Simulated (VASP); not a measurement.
Computed with PBEsol GGA, VASP's PBE PAW potentials (set 64) (plane waves; VASP). For the first row: Settings: 520 eV cut-off, 10×10×10 Γ-centred mesh, first-order Methfessel-Paxton smearing of 0.10 eV, potentials Ga_d Sb.

```csv
system,energy (eV/atom)
GaSb (zinc blende),-4.0768
Ga atom,-0.2877
Sb atom,-1.4453
```

Atoms are spin-polarised in a large box without symmetry, with the spin fixed by Hund's rule, and may not be in the lowest state of each functional; no zero-point energy is added.  Spin-orbit coupling is left out, which shifts such energies by up to tenths of an eV for the heavy elements here.

Q: What is the cohesive energy per atom of GaSb?

A: The references average (1×(-0.2877) + 1×(-1.4453))/2 = -0.8665 eV, so the cohesive energy is -0.8665 − (-4.0768) = 3.210 eV/atom.
